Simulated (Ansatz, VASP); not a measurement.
**Sr2PtCl4 in VASP and in Ansatz**

INCAR

```
SYSTEM = Sr2PtCl4
PREC     = Accurate       ! precision mode
ENCUT    = 520            ! plane-wave cutoff, eV
EDIFF    = 1E-7           ! SCF threshold, eV
ISMEAR   = 1              ! smearing method
SIGMA    = 0.02           ! smearing width, eV
LREAL    = .FALSE.        ! projectors in reciprocal space
LASPH    = .TRUE.         ! aspherical terms in the spheres
NELM     = 100            ! most SCF steps
ALGO     = Normal         ! electronic algorithm
ISIF     = 2              ! what is computed and relaxed
LWAVE    = .FALSE.        ! write WAVECAR
LCHARG   = .FALSE.        ! write CHGCAR
GGA      = PE             ! functional
NBANDS   = 38             ! bands
```

KPOINTS

```
regular mesh
0
G
  3 3 5
  0 0 0
```

File POSCAR:

```
Sr2PtCl4
1.0
    6.9929230000      0.0000000000      0.0000000000
    0.0000000000      6.9929230000      0.0000000000
    0.0000000000      0.0000000000      4.1123790000
Pt Cl Sr
1 4 2
Direct
    0.5000000000      0.5000000000      0.5000000000
    0.7370000000      0.2630000000      0.5000000000
    0.7370000000      0.7370000000      0.5000000000
    0.2630000000      0.7370000000      0.5000000000
    0.2630000000      0.2630000000      0.5000000000
    0.0000000000      0.5000000000      0.0000000000
    0.5000000000      0.0000000000      0.0000000000
```

Input for Ansatz:

```yaml
crystal:
  lattice:
    - [6.992923, 0.0, 0.0]
    - [0.0, 6.992923, 0.0]
    - [0.0, 0.0, 4.112379]
  atoms:
    - { symbol: Pt, position: [0.5, 0.5, 0.5] }
    - { symbol: Cl, position: [0.737, 0.263, 0.5] }
    - { symbol: Cl, position: [0.737, 0.737, 0.5] }
    - { symbol: Cl, position: [0.263, 0.737, 0.5] }
    - { symbol: Cl, position: [0.263, 0.263, 0.5] }
    - { symbol: Sr, position: [0.0, 0.5, 0.0] }
    - { symbol: Sr, position: [0.5, 0.0, 0.0] }
  symmetry: { tolerance: 0.0003 }
kpoints:
  mp_grid: { grid: [3, 3, 5], shift: [0, 0, 0] }
magnetization:
  spin_polarized: false
scf:
  occupations: { method: methfessel_paxton, width: 0.02 }
hamiltonian:
  pseudopotentials: { kind: paw }
  xc: pbe
basis:
  ecutwfc: "36.7 Ry"
output:
  forces: true
  stress: true
  eigenvalues: true
  write_density: true
  write_potential: true
  elf: true
  volumetric_format: npy
```

The cell was built by a generator and needn't be a form met in nature.

Alike in both runs: task single point; functional PBE; k mesh 3 × 3 × 5; occupations methfessel-paxton of order 1, width 0.02 eV; no spin polarisation.

|  | VASP | Ansatz |
| --- | --- | --- |
| version | VASP 6.6.1 | Ansatz 0.2.0 |
| potentials or method | VASP PAW PBE potentials, release 64 (Pt, Cl, Sr_sv) | PAW plane waves |
| plane-wave cutoff (eV) | 520 | 499 |
| valence electrons in the cell | 58 | 66 |

Ansatz gave:

* gap on the k mesh at the Fermi level (eV): none
* pressure (GPa): 1.3
* largest component of the traceless stress (GPa): 5.13
* rms of the force components (eV/Å): 0.863

**Question.** Estimate VASP's values.

**Answer.** gap on the k mesh at the Fermi level (eV): none; pressure (GPa): 1.4; largest component of the traceless stress (GPa): 5.10; rms of the force components (eV/Å): 0.865.

Atom by atom the forces differ by 0.003 eV/Å (rms over components). A gap of «none» marks a metal or a gap that the smearing closes. The two sets of potentials don't hold the same shells in valence.

Caveats: forces of over 1 eV/Å show positions far from the minimum, so gaps and moduli don't describe the material at rest. Spin-orbit coupling is left out, which matters for the levels of Pt.
